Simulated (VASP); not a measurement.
Ag3F:

```
CELL_PARAMETERS angstrom
0.00000 3.21609 3.21609
3.21609 0.00000 3.21609
3.21609 3.21609 0.00000
ATOMIC_POSITIONS crystal
Ag 0.25000 0.25000 0.25000
Ag 0.75000 0.75000 0.75000
Ag 0.50000 0.50000 0.50000
F 0.00000 0.00000 0.00000
```

The cell was built by a generator and needn't be a form met in nature.

| Property | Result |
| --- | --- |
| Program | VASP 6.6.1 |
| Task | relaxation of cell and atoms |
| Functional | PBEsol |
| Potentials or basis | VASP PAW PBE potentials, release 64 (Ag, F) |
| Cutoff | 600 eV |
| k mesh | 7 × 7 × 7 |
| Occupations | gaussian, width 0.05 eV |
| Spin | no spin polarisation |

At the start: pressure -6.2 GPa; volume 16.63 Å³/atom.

How do energy, volume and symmetry change on relaxing?

Over 3 steps the energy falls by 26.1 meV/atom and the volume is 15.40 Å³/atom (-7.4 %); space group Fm-3m (No. 225, to 0.05 Å).

The path:
```tsv
step	energy change (eV)	largest force (eV/Å)	pressure (GPa)	volume (Å³)
1	0.0000	0.0000	-6.22	66.53
2	-0.0977	0.0000	1.92	60.51
3	-0.1043	0.0000	-0.01	61.60
```

Final structure:
```
Ag F
1.0
     0.00000    3.13464    3.13464
     3.13464    0.00000    3.13464
     3.13464    3.13464    0.00000
Ag F
3 1
Direct
  0.25000 0.25000 0.25000
  0.75000 0.75000 0.75000
  0.50000 0.50000 0.50000
  0.00000 0.00000 0.00000
```

Caveat: the PAW data sets were made with another functional, which shifts forces and pressure a little.
